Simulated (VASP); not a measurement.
Input:

```
CELL_PARAMETERS angstrom
      4.28084     0.00000     0.00000
     -2.14042     3.70732     0.00000
      0.00000     0.00000    19.73179
ATOMIC_POSITIONS crystal
  I  0.66667 0.33333 0.41154
  I  0.33333 0.66667 0.58846
  Cd 0.00000 0.00000 0.50000
```

All values below come from optB88-vdW, VASP's PBE PAW potentials (set 64) (plane waves; VASP). Numerical set-up: PREC = Normal, 400 eV cut-off, 12×12×1 Γ-centred mesh, Gaussian smearing of 0.050 eV, potentials I Cd.

Q: Predict the energy per atom (σ→0).

A: 
```yaml
energy per atom (σ→0): 0.614 eV/atom
```

Only differences to runs with the same potentials and settings are physical.

The cell is a sheet with vacuum, built from CdI2 (1T layered).
